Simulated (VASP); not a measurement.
# AgPbF2 (P-3m1) in VASP: further runs

The runs below take AgPbF2 through single point, relaxation of cell and atoms, with PBE.

All numbers are computed with VASP 6.6.1; they aren't measurements. Logs are shortened: lines on timing, memory, paths and dates and some standing lists are left out, and cuts for length are marked.

### Step 1. Starting point

Symmetry: P-3m1, No. 164, trigonal system. The conventional cell has a = 3.382 Å, b = 3.382 Å, c = 7.214 Å, α = 90.00°, β = 90.00°, γ = 120.00°. Ag (site symmetry -3m) is surrounded by 6 F at 2.54 Å. Pb (site symmetry -3m) has 6 F at 2.78 Å as nearest neighbours. F (site symmetry 3m) has 3 Ag at 2.54 Å and 3 Pb at 2.78 Å as nearest neighbours.

The cell was built by a generator and needn't be a form met in nature.

### Step 2. Single point, PBE

Contents of INCAR:

```
PREC = Accurate
ENCUT = 520
EDIFF = 1E-6
ISMEAR = 0
SIGMA = 0.1
LREAL = F
LASPH = T
NELM = 100
ALGO = Fast
ISIF = 2
LWAVE = F
LCHARG = T
GGA = PE
LELF = T
LVHAR = T
NBANDS = 28
```

Contents of KPOINTS:

```
Automatic mesh
0
Gamma
  6 6 4
```

Contents of POSCAR:

```
AgPbF2
1.0
    3.3819531325      0.0000000000      0.0000000000
   -1.6909765662      2.9288573271      0.0000000000
    0.0000000000      0.0000000000      7.2136364575
Ag Pb F
1 1 2
Direct
    0.0000000000      0.0000000000      0.0000000000
    0.0000000000      0.0000000000      0.5000000000
    0.3333333333      0.6666666667      0.7746369454
    0.6666666667      0.3333333333      0.2253630546
```

Potentials or basis: VASP PAW PBE potentials, release 64 (Ag, Pb_d, F).

Run with:

```sh
cat potpaw_PBE.64/Ag/POTCAR potpaw_PBE.64/Pb_d/POTCAR potpaw_PBE.64/F/POTCAR > POTCAR
mpirun -np 1 vasp_std > vasp.out
```

OUTCAR:

```text
PREC = Accurate
   ENCUT = 520
   EDIFF = 1E-6
   ISMEAR = 0
   LREAL = F
   LASPH = T
   NELM = 100
   ISIF = 2
   GGA = PE

 ion  position               nearest neighbor table
   1  0.000  0.000  0.000-   3 2.54   4 2.54   3 2.54   4 2.54   4 2.54   3 2.54   2 3.61   2 3.61

   2  0.000  0.000  0.500-   3 2.78   4 2.78   3 2.78   4 2.78   4 2.78   3 2.78   1 3.61   1 3.61

   3  0.333  0.667  0.775-   1 2.54   1 2.54   1 2.54   2 2.78   2 2.78   2 2.78
   4  0.667  0.333  0.225-   1 2.54   1 2.54   1 2.54   2 2.78   2 2.78   2 2.78

  LATTYP: Found a hexagonal cell.
 ALAT       =     3.3819531325
 C/A-ratio  =     2.1329794278

  Lattice vectors:

 A1 = (   3.3819531325,   0.0000000000,   0.0000000000)
 A2 = (  -1.6909765662,   2.9288573271,   0.0000000000)
 A3 = (   0.0000000000,   0.0000000000,   7.2136364575)

Analysis of symmetry for initial positions (statically):
=====================================================================
 Subroutine PRICEL returns:
 Original cell was already a primitive cell.

 Routine SETGRP: Setting up the symmetry group for a
 hexagonal supercell.

 Subroutine GETGRP returns: Found 12 space group operations
 (whereof 12 operations were pure point group operations)
 out of a pool of 24 trial point group operations.

The static configuration has the point symmetry D_3d.

Analysis of symmetry for dynamics (positions and initial velocities):
=====================================================================
 Subroutine PRICEL returns:
 Original cell was already a primitive cell.

 Routine SETGRP: Setting up the symmetry group for a
 hexagonal supercell.

 Subroutine GETGRP returns: Found 12 space group operations
 (whereof 12 operations were pure point group operations)
 out of a pool of 24 trial point group operations.

The dynamic configuration has the point symmetry D_3d.

 Subroutine INISYM returns: Found 12 space group operations
 (whereof 12 operations are pure point group operations),
 and found     1 'primitive' translations

----------------------------------------------------------------------------------------

                                     Primitive cell

  volume of cell :      71.4529

  direct lattice vectors                    reciprocal lattice vectors
     3.381953133  0.000000000  0.000000000     0.295687125  0.170715041  0.000000000
    -1.690976566  2.928857327  0.000000000     0.000000000  0.341430083  0.000000000
     0.000000000  0.000000000  7.213636457     0.000000000  0.000000000  0.138626337

  length of vectors
     3.381953133  3.381953132  7.213636457     0.341430083  0.341430083  0.138626337

  position of ions in fractional coordinates (direct lattice)
     0.000000000  0.000000000  0.000000000
     0.000000000  0.000000000  0.500000000
     0.333333333  0.666666667  0.774636945
     0.666666667  0.333333333  0.225363055

  ion indices of the primitive-cell ions
   primitive index   ion index
                 1           1
                 2           2
                 3           3
                 4           4

----------------------------------------------------------------------------------------

 KPOINTS: Automatic mesh

Automatic generation of k-mesh.
 Grid dimensions read from file:
 generate k-points for:    6    6    4

 Generating k-lattice:

  Cartesian coordinates                     Fractional coordinates (reciprocal lattice)
     0.049281188  0.028452507  0.000000000     0.166666667  0.000000000  0.000000000
     0.000000000  0.056905014  0.000000000     0.000000000  0.166666667  0.000000000
     0.000000000  0.000000000  0.034656584     0.000000000  0.000000000  0.250000000

  Length of vectors
     0.056905014  0.056905014  0.034656584

  Shift w.r.t. Gamma in fractional coordinates (k-lattice)
     0.000000000  0.000000000  0.000000000

 Subroutine IBZKPT returns following result:
 ===========================================

 Found     24 irreducible k-points:

 Following reciprocal coordinates:
            Coordinates               Weight
  0.000000  0.000000  0.000000      1.000000
  0.166667  0.000000  0.000000      6.000000
  0.333333  0.000000  0.000000      6.000000
  0.500000  0.000000  0.000000      3.000000
  0.166667  0.166667  0.000000      6.000000
  0.333333  0.166667  0.000000     12.000000
[... 16 lines left out ...]
  0.333333  0.166667  0.500000     12.000000
  0.333333  0.333333  0.500000      2.000000
   k-points           NKPTS =     24   k-points in BZ     NKDIM =     24   number of bands    NBANDS=     28
   number of dos      NEDOS =    301   number of ions     NIONS =      4
   total plane-waves  NPLWV =  42336
   dimension x,y,z NGX =    28 NGY =   28 NGZ =   54
   dimension x,y,z NGXF=    56 NGYF=   56 NGZF=  108
   ions per type =               1   1   2
   NGX,Y,Z   is equivalent  to a cutoff of  13.76, 13.76, 12.44 a.u.
   NGXF,Y,Z  is equivalent  to a cutoff of  27.53, 27.53, 24.89 a.u.
 SYSTEM =  unknown system
   PREC   = accura    normal or accurate (medium, high low for compatibility)
   ISTART =      0    job   : 0-new  1-cont  2-samecut
   ICHARG =      2    charge: 1-file 2-atom 10-const
   ISPIN  =      1    spin polarized calculation?
   LNONCOLLINEAR =      F non collinear calculations
   LSORBIT =      F    spin-orbit coupling
   LASPH  =      T    aspherical Exc in radial PAW
   ENCUT  =  520.0 eV  38.22 Ry    6.18 a.u.   6.29  6.29 13.41*2*pi/ulx,y,z
   NELM   =    100;   NELMIN=  2; NELMDL= -5     # of ELM steps
   EDIFF  = 0.1E-05   stopping-criterion for ELM
   LREAL  =      F    real-space projection
   EDIFFG = 0.1E-04   stopping-criterion for IOM
   NSW    =      0    number of steps for IOM
   IBRION =     -1    ionic relax: 0-MD 1-quasi-New 2-CG
   NFREE  =      0    steps in history (QN), initial steepest desc. (CG)
   ISIF   =      2    stress and relaxation
   ISYM   =      2    0-nonsym 1-usesym 2-fastsym
   POTIM  = 0.5000    time-step for ionic-motion
   TEBEG  =    0.0;   TEEND  =   0.0 temperature during run
   PSTRESS=    0.0 pullay stress
   NELECT =      39.0000    total number of electrons
   NUPDOWN=      -1.0000    fix difference up-down
   EMIN   =  10.00;   EMAX   =-10.00  energy-range for DOS
   EFERMI =   0.00;   METHOD = LEGACY
   ISMEAR =     0;   SIGMA  =   0.10  broadening in eV -4-tet -1-fermi 0-gaus
   EFERMI_NEDOS =   21; number of points for ismear=-14 and -15
   IALGO  =     68    algorithm
   IMIX   =      4    mixing-type and parameters
     AMIX     =   0.40;   BMIX     =  1.00
     AMIX_MAG =   1.60;   BMIX_MAG =  1.00
  volume/ion in A,a.u.               =      17.86       120.55
  Fermi-wavevector in a.u.,A,eV,Ry     =   1.337898  2.528261 24.354036  1.789971
  Thomas-Fermi vector in A             =   2.466411
   LORBIT       =      0    0 simple, 1 ext, 2 COOP (PROOUT), +10 PAW based schemes
   GGA     = PE    functional components
   LHFCALC =     F    Hartree Fock is set to
   AEXX    =    0.0000 exact exchange contribution
   IVDW    =     0    specifies the selected vdW correction
   LEPSILON=     F    determine dielectric tensor
   LRPA    =     F    only Hartree local field effects (RPA)
 non-spin polarized calculation
 RMM-DIIS sequential band-by-band and
 Gauss-broadening in eV      SIGMA  =   0.10
  energy-cutoff  :      520.00
  volume of cell :       71.45
 maximum number of plane-waves:      1983
 NGX is ok and might be reduce to    28
   NGX = 13   NGY = 13   NGZ = 27

 number of electron      39.0000017 magnetization

 Free energy of the ion-electron system (eV)
  ---------------------------------------------------
  ext. energy  EPLUGINS =         0.00000000
  ---------------------------------------------------
  free energy    TOTEN  =       -14.66756354 eV

  energy without entropy =      -14.66329876  energy(sigma->0) =      -14.66543115

 E-fermi :   4.9369     XC(G=0): -10.1443

 val. band max:        4.6449715973   @ k =   0.1667   0.0000   0.5000
 cond. band min:       4.9610415256   @ k =   0.3333   0.3333   0.5000
 fundamental gap:      0.3160699283
 Fermi energy:         4.9369257354

 k-point     1 :       0.0000    0.0000    0.0000
  band No.  band energies     occupation
      1     -18.1207      2.00000
      2     -18.0461      2.00000
      3     -12.5490      2.00000
      4     -12.4485      2.00000
      5     -12.4485      2.00000
      6     -12.2722      2.00000
[... 20 lines left out ...]
     27      17.8443      0.00000
     28      18.7680      0.00000

 k-point     2 :       0.1667    0.0000    0.0000
  band No.  band energies     occupation
      1     -18.0820      2.00000
      2     -18.0279      2.00000
      3     -12.5196      2.00000
      4     -12.4381      2.00000
      5     -12.3697      2.00000
      6     -12.3052      2.00000
[... 20 lines left out ...]
     27      16.5512      0.00000
     28      17.9662      0.00000

 k-point     3 :       0.3333    0.0000    0.0000
  band No.  band energies     occupation
      1     -18.0094      2.00000
      2     -17.9882      2.00000
      3     -12.5634      2.00000
      4     -12.3760      2.00000
      5     -12.3182      2.00000
      6     -12.3041      2.00000
[... 20 lines left out ...]
     27      16.0005      0.00000
     28      16.4546      0.00000

 k-point     4 :       0.5000    0.0000    0.0000
  band No.  band energies     occupation
      1     -17.9830      2.00000
      2     -17.9579      2.00000
      3     -12.5927      2.00000
      4     -12.4068      2.00000
      5     -12.3144      2.00000
      6     -12.2596      2.00000
[... 20 lines left out ...]
     27      15.5895      0.00000
     28      16.7630      0.00000

 k-point     5 :       0.1667    0.1667    0.0000
  band No.  band energies     occupation
      1     -18.0252      2.00000
      2     -18.0007      2.00000
      3     -12.4628      2.00000
      4     -12.4488      2.00000
      5     -12.3479      2.00000
      6     -12.3058      2.00000
[... 20 lines left out ...]
     27      15.9148      0.00000
     28      16.5166      0.00000

 k-point     6 :       0.3333    0.1667    0.0000
  band No.  band energies     occupation
      1     -17.9769      2.00000
      2     -17.9642      2.00000
      3     -12.4962      2.00000
      4     -12.3907      2.00000
      5     -12.3311      2.00000
      6     -12.3080      2.00000
[... 463 lines left out ...]
      5     -12.3143      2.00000
      6     -12.2593      2.00000
[... 20 lines left out ...]
     27      15.2310      0.00000
     28      16.1471      0.00000

 k-point    22 :       0.1667    0.1667    0.5000
  band No.  band energies     occupation
      1     -18.0190      2.00000
      2     -18.0069      2.00000
      3     -12.4629      2.00000
      4     -12.4485      2.00000
      5     -12.3482      2.00000
      6     -12.3057      2.00000
[... 20 lines left out ...]
     27      16.3359      0.00000
     28      17.4281      0.00000

 k-point    23 :       0.3333    0.1667    0.5000
  band No.  band energies     occupation
      1     -17.9751      2.00000
      2     -17.9659      2.00000
      3     -12.4961      2.00000
      4     -12.3905      2.00000
      5     -12.3310      2.00000
      6     -12.3077      2.00000
[... 20 lines left out ...]
     27      14.9623      0.00000
     28      16.4169      0.00000

 k-point    24 :       0.3333    0.3333    0.5000
  band No.  band energies     occupation
      1     -17.9564      2.00000
      2     -17.9564      2.00000
      3     -12.3758      2.00000
      4     -12.3758      2.00000
      5     -12.3201      2.00000
      6     -12.3006      2.00000
[... 20 lines left out ...]
     27      15.4862      0.00000
     28      15.4862      0.00000

------------------------ aborting loop because EDIFF is reached ----------------------------------------

  FORCE on cell =-STRESS in cart. coord.  units (eV):
  Direction    XX          YY          ZZ          XY          YZ          ZX
  --------------------------------------------------------------------------------------
  -------------------------------------------------------------------------------------
  Total       -0.2107604     -0.2107604      0.0147312     -0.0000000      0.0000000     -0.0000000
  in kB       -4.7258466     -4.7258466      0.3303155     -0.0000000      0.0000000     -0.0000000
  external PRESSURE =      -3.0404592 kB  Pullay stress =       0.0000000 kB

 VOLUME and BASIS-vectors are now :
 -----------------------------------------------------------------------------
  energy-cutoff  :      520.00
  volume of cell :       71.45
      direct lattice vectors                 reciprocal lattice vectors
     3.381953133  0.000000000  0.000000000     0.295687125  0.170715041  0.000000000
    -1.690976566  2.928857327  0.000000000     0.000000000  0.341430083  0.000000000
     0.000000000  0.000000000  7.213636457     0.000000000  0.000000000  0.138626337

 POSITION                                       TOTAL-FORCE (eV/Angst)
 -----------------------------------------------------------------------------------
      0.00000      0.00000      0.00000         0.000000      0.000000     -0.000000
      0.00000      0.00000      3.60682         0.000000      0.000000     -0.000000
     -0.00000      1.95257      5.58795         0.000000     -0.000000      0.027041
      1.69098      0.97629      1.62569        -0.000000      0.000000     -0.027041
 -----------------------------------------------------------------------------------
    total drift:                                0.000000     -0.000000      0.000000

  FREE ENERGIE OF THE ION-ELECTRON SYSTEM (eV)
  ---------------------------------------------------
  free  energy   TOTEN  =       -14.6675635394 eV

  energy  without entropy=      -14.6632987649  energy(sigma->0) =      -14.66543115
```

Run time: 50 s. Hardware: 1 thread of Intel Xeon Platinum 8375C at 2.90GHz (Ice Lake), shared host; peak memory 0.22 GiB.

Results:

| Quantity | Value |
| --- | --- |
| Free energy | -14.6676 eV |
| Pressure | -0.3 GPa |
| Largest force | 0.027 eV/Å |
| Band gap on the k mesh | none (metal or under the smearing width) |

Forces in eV/Å, atoms in the order of the input:
```
Ag   0.000  0.000  0.000
Pb   0.000  0.000  0.000
F    0.000  0.000  0.027
F    0.000  0.000 -0.027
```

Levels at points of the mesh, in eV from the Fermi level:
| k point | band 17 | band 18 | band 19 | band 20 | band 21 | band 22 |
| --- | --- | --- | --- | --- | --- | --- |
| (0.00, 0.00, 0.00) | -2.85 | -2.08 | -2.08 | 0.58 | 0.75 | 7.73 |
| (0.50, 0.00, 0.00) | -2.31 | -1.92 | -1.88 | -1.45 | 3.16 | 4.27 |
| (0.00, 0.00, 0.50) | -2.86 | -2.09 | -2.09 | -1.24 | 3.42 | 5.30 |
| (0.50, 0.00, 0.50) | -2.36 | -2.26 | -1.96 | -1.05 | 3.38 | 4.52 |

Caveat: an odd number of electrons without spin polarisation forces a metal; a magnetic or distorted state may lie lower. The run has no spin-orbit coupling, so splittings on Pb are missing.

(Part 1 of 2 ends here.)
